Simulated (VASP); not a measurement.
Runs of VASP 6.6.1 on Au. The cell holds a slab with vacuum, 6 atoms: a = 2.823 Å, b = 2.920 Å, c = 27.233 Å, α = 90.00°, β = 90.00°, γ = 118.91°. 

| level | U | gap on the mesh (eV) | largest force (eV/Å) |
| --- | --- | --- | --- |
| LDA+U | Au d U = 8 eV | none | 0.52 |
| LDA+U | Au d U = 2 eV | none | 0.36 |
| LDA | - | none | (b) |
| LDA+U | Au d U = 6 eV | none | 0.47 |
| LDA+U | Au d U = 3 eV | none | 0.39 |
| LDA+U | Au d U = 4 eV | none | (a) |
| LDA+U | Au d U = 5 eV | none | 0.45 |

Alike in all rows: task single point; potentials or basis VASP PAW LDA potentials, release 64 (Au); no spin polarisation; cell as given; k mesh 8 × 8 × 1; cutoff (eV) 520; smearing fermi-dirac 0.05 eV.

Problem. Fill in the values left out.

Solution. (a) 0.42; (b) 0.29.

Caveats: U without spin polarisation on a metal has little footing (some runs); the U is typed as a test and isn't derived for this compound (some runs).

A k mesh can miss the band edges, and the runs leave out spin-orbit coupling on Au.

A gap of «none» marks a metal or a gap under the smearing width.
